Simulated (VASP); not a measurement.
Method: r2SCAN meta-GGA, VASP's PBE PAW potentials (set 64) (plane waves; VASP).

VASP input:

File POSCAR:
```
CaPbF6
1.0
  0.0000000000   4.3075635756   4.3075635756
  4.3075635756   0.0000000000   4.3075635756
  4.3075635756   4.3075635756   0.0000000000
Ca Pb F
1 1 6
Direct
  0.5000000000   0.5000000000   0.5000000000
  1.0000000000   0.0000000000   1.0000000000
  0.7593863949   0.7593863949   0.2406136051
  0.2406136051   0.2406136051   0.7593863949
  0.2406136051   0.7593863949   0.7593863949
  0.7593863949   0.2406136051   0.2406136051
  0.7593863949   0.2406136051   0.7593863949
  0.2406136051   0.7593863949   0.2406136051
```

INCAR:
```
SYSTEM = CaPbF6
PREC = Accurate
ENCUT = 520
EDIFF = 1E-6
NELM = 100
ALGO = Normal
LREAL = .FALSE.
LASPH = .TRUE.
ISMEAR = 0
SIGMA = 0.05
METAGGA = R2SCAN
LMIXTAU = .TRUE.
LMAXMIX = 4
LWAVE = .FALSE.
LCHARG = .FALSE.
IBRION = 2
ISIF = 3
NSW = 60
EDIFFG = -0.02
```

File KPOINTS:
```
Regular mesh
0
Gamma
4 4 4
```

POTCAR, in this order: Ca_sv Pb_d F (PBE.64 set). Program: vasp_std.

Output of the run:

**OUTCAR**
```
 ion  position               nearest neighbor table
   1  0.500  0.500  0.500-   3 2.23   4 2.23   5 2.23   6 2.23   7 2.23   8 2.23
   2  0.000  0.000  0.000-   3 2.07   4 2.07   5 2.07   6 2.07   7 2.07   8 2.07
   3  0.759  0.759  0.241-   2 2.07   1 2.23
   4  0.241  0.241  0.759-   2 2.07   1 2.23
   5  0.241  0.759  0.759-   2 2.07   1 2.23
   6  0.759  0.241  0.241-   2 2.07   1 2.23
   7  0.759  0.241  0.759-   2 2.07   1 2.23
   8  0.241  0.759  0.241-   2 2.07   1 2.23
  LATTYP: Found a face centered cubic cell.
 ALAT       =     8.6151271512
 Subroutine PRICEL returns:
 Original cell was already a primitive cell.
 Subroutine GETGRP returns: Found 48 space group operations
The static configuration has the point symmetry O_h .
The dynamic configuration has the point symmetry O_h .
 Subroutine INISYM returns: Found 48 space group operations
 Subroutine IBZKPT returns following result:
 Found      8 irreducible k-points:

 Following reciprocal coordinates:
            Coordinates               Weight
  0.000000  0.000000  0.000000      1.000000
  0.250000  0.000000  0.000000      8.000000
  0.500000  0.000000  0.000000      4.000000
...
```

OSZICAR:
```
       N       E                     dE             d eps       ncg     rms          rms(c)
DAV:   1     0.762282554362E+03    0.76228E+03   -0.34705E+04   624   0.173E+03
DAV:   2    -0.206868076989E+02   -0.78297E+03   -0.74655E+03   749   0.494E+02
DAV:   3    -0.123976044449E+03   -0.10329E+03   -0.10251E+03   727   0.195E+02
DAV:   4    -0.129188234272E+03   -0.52122E+01   -0.51960E+01  1024   0.428E+01
DAV:   5    -0.129391099679E+03   -0.20287E+00   -0.20275E+00   915   0.615E+00    0.117E+01
DAV:   6    -0.111551252473E+03    0.17840E+02   -0.13012E+01   921   0.453E+01    0.447E+00
DAV:   7    -0.102804220665E+03    0.87470E+01   -0.24010E+00   850   0.135E+01    0.265E+00
DAV:   8    -0.115708830108E+03   -0.12905E+02   -0.39144E+00   680   0.126E+01    0.222E+00
DAV:   9    -0.108788559634E+03    0.69203E+01   -0.50195E-01   652   0.610E+00    0.130E+00
DAV:  10    -0.109159419520E+03   -0.37086E+00   -0.89661E-01   767   0.654E+00    0.880E-01
DAV:  11    -0.105692850665E+03    0.34666E+01   -0.93172E-01   648   0.832E+00    0.824E-01
DAV:  12    -0.105533232502E+03    0.15962E+00   -0.55246E-02   812   0.212E+00    0.797E-01
DAV:  13    -0.105391127246E+03    0.14211E+00   -0.92189E-03   874   0.902E-01    0.646E-01
DAV:  14    -0.104843022744E+03    0.54810E+00   -0.12963E-01   820   0.245E+00    0.249E-01
DAV:  15    -0.104887632017E+03   -0.44609E-01   -0.23283E-02   638   0.140E+00    0.219E-01
DAV:  16    -0.104902373342E+03   -0.14741E-01   -0.57987E-02   624   0.189E+00    0.752E-02
DAV:  17    -0.104934821093E+03   -0.32448E-01   -0.82511E-03   624   0.711E-01    0.492E-02
DAV:  18    -0.104936400667E+03   -0.15796E-02   -0.30818E-04   936   0.136E-01    0.295E-02
DAV:  19    -0.104932530298E+03    0.38704E-02   -0.33348E-04   652   0.159E-01    0.266E-02
DAV:  20    -0.104938125254E+03   -0.55950E-02   -0.75502E-04   638   0.239E-01    0.357E-02
DAV:  21    -0.104944482988E+03   -0.63577E-02   -0.21097E-03   624   0.341E-01    0.872E-03
DAV:  22    -0.104944592758E+03   -0.10977E-03   -0.54628E-05   856   0.590E-02    0.122E-02
DAV:  23    -0.104944632423E+03   -0.39665E-04   -0.30197E-05   920   0.439E-02    0.977E-03
DAV:  24    -0.104944956291E+03   -0.32387E-03   -0.79602E-05   638   0.773E-02    0.454E-03
DAV:  25    -0.104944959022E+03   -0.27312E-05   -0.53386E-06   630   0.159E-02    0.243E-03
DAV:  26    -0.104944956491E+03    0.25306E-05   -0.15061E-06   460   0.129E-02    0.212E-03
DAV:  27    -0.104944960053E+03   -0.35617E-05   -0.22835E-06   506   0.134E-02    0.198E-03
DAV:  28    -0.104944959916E+03    0.13679E-06   -0.12391E-06   476   0.943E-03
   1 F= -.10494496E+03 E0= -.10494496E+03  d E =-.104945E+03
       N       E                     dE             d eps       ncg     rms          rms(c)
DAV:   1    -0.104967654474E+03   -0.22694E-01   -0.15974E+00   696   0.103E+01    0.109E+00
DAV:   2    -0.104948587407E+03    0.19067E-01   -0.80902E-02   638   0.198E+00    0.312E-01
DAV:   3    -0.104945740936E+03    0.28465E-02   -0.94128E-03   808   0.108E+00    0.956E-02
DAV:   4    -0.104943495383E+03    0.22456E-02   -0.46117E-03   816   0.790E-01    0.365E-02
DAV:   5    -0.104947779103E+03   -0.42837E-02   -0.12567E-03   624   0.319E-01    0.211E-02
DAV:   6    -0.104947360105E+03    0.41900E-03   -0.13007E-04   948   0.951E-02    0.155E-02
DAV:   7    -0.104947734669E+03   -0.37456E-03   -0.66707E-05   624   0.705E-02    0.837E-03
DAV:   8    -0.104947860548E+03   -0.12588E-03   -0.87582E-05   654   0.758E-02    0.326E-03
DAV:   9    -0.104947913265E+03   -0.52717E-04   -0.21505E-05   666   0.360E-02    0.699E-04
DAV:  10    -0.104947913831E+03   -0.56642E-06   -0.97858E-07   486   0.713E-03
   2 F= -.10494791E+03 E0= -.10494791E+03  d E =-.295391E-02
       N       E                     dE             d eps       ncg     rms          rms(c)
DAV:   1    -0.104951410812E+03   -0.34975E-02   -0.25574E-01   696   0.412E+00    0.436E-01
DAV:   2    -0.104948261474E+03    0.31493E-02   -0.13015E-02   638   0.795E-01    0.125E-01
DAV:   3    -0.104947692939E+03    0.56853E-03   -0.15013E-03   808   0.431E-01    0.386E-02
DAV:   4    -0.104947330767E+03    0.36217E-03   -0.73213E-04   808   0.315E-01    0.143E-02
DAV:   5    -0.104948181750E+03   -0.85098E-03   -0.19212E-04   632   0.126E-01    0.851E-03
DAV:   6    -0.104948094319E+03    0.87431E-04   -0.19722E-05   962   0.367E-02    0.607E-03
DAV:   7    -0.104948170253E+03   -0.75934E-04   -0.97668E-06   652   0.263E-02    0.321E-03
DAV:   8    -0.104948193890E+03   -0.23637E-04   -0.13673E-05   654   0.301E-02    0.125E-03
DAV:   9    -0.104948199267E+03   -0.53766E-05   -0.34957E-06   638   0.155E-02    0.293E-04
DAV:  10    -0.104948199490E+03   -0.22277E-06   -0.42941E-07   382   0.588E-03
   3 F= -.10494820E+03 E0= -.10494820E+03  d E =-.323957E-02
```

File OUTCAR:
```
------------------------ aborting loop because EDIFF is reached ----------------------------------------
  FORCE on cell =-STRESS in cart. coord.  units (eV):
  Direction    XX          YY          ZZ          XY          YZ          ZX
  --------------------------------------------------------------------------------------
  Total        0.0068569      0.0068569      0.0068569     -0.0000000      0.0000000     -0.0000000
  in kB        0.0681713      0.0681713      0.0681713     -0.0000000      0.0000000     -0.0000000
  external PRESSURE =       0.0681713 kB  Pullay stress =       0.0000000 kB
  volume of cell :      161.15
      direct lattice vectors                 reciprocal lattice vectors
     0.000000000  4.319181914  4.319181914    -0.115762663  0.115762663  0.115762663
     4.319181914  0.000000000  4.319181914     0.115762663 -0.115762663  0.115762663
     4.319181914  4.319181914  0.000000000     0.115762663  0.115762663 -0.115762663
 POSITION                                       TOTAL-FORCE (eV/Angst)
 -----------------------------------------------------------------------------------
      4.31918      4.31918      4.31918         0.000000      0.000000      0.000000
      0.00000      0.00000      0.00000         0.000000      0.000000      0.000000
      4.31918      4.31918      6.56644         0.000000      0.000000      0.001023
      4.31918      4.31918      2.07192         0.000000      0.000000     -0.001023
      6.56644      4.31918      4.31918         0.001023      0.000000      0.000000
      2.07192      4.31918      4.31918        -0.001023      0.000000     -0.000000
      4.31918      6.56644      4.31918         0.000000      0.001023      0.000000
      4.31918      2.07192      4.31918         0.000000     -0.001023     -0.000000
 -----------------------------------------------------------------------------------
    total drift:                               -0.000000     -0.000000     -0.000000
  FREE ENERGIE OF THE ION-ELECTRON SYSTEM (eV)
  ---------------------------------------------------
  free  energy   TOTEN  =      -104.9481994895 eV

  energy  without entropy=     -104.9481994895  energy(sigma->0) =     -104.94819949

 reached required accuracy - stopping structural energy minimisation
```
(Selected blocks of OUTCAR.)

**CONTCAR**
```
CaPbF6
   1.00000000000000
     0.0000000000000000    4.3191819142091106    4.3191819142091106
     4.3191819142091106    0.0000000000000000    4.3191819142091106
     4.3191819142091106    4.3191819142091106    0.0000000000000000
  Ca              Pb              F
     1     1     6
Direct
     0.5000000000000000    0.5000000000000000    0.5000000000000000
     0.0000000000000000    0.0000000000000000    0.0000000000000000
     0.7601490562318398    0.7601490562318398    0.2398509437681602
     0.2398509437681602    0.2398509437681602    0.7601490562318398
     0.2398509437681602    0.7601490562318398    0.7601490562318398
     0.7601490562318398    0.2398509437681602    0.2398509437681602
     0.7601490562318398    0.2398509437681602    0.7601490562318398
     0.2398509437681602    0.7601490562318398    0.2398509437681602
```

The structure comes from a computed database's CaPbF6 entry (Fm-3m); how it stands against other phases isn't given here. This run relaxes it. Symmetry was kept, so distortions that lower it aren't found. The start is the result of an earlier pass.
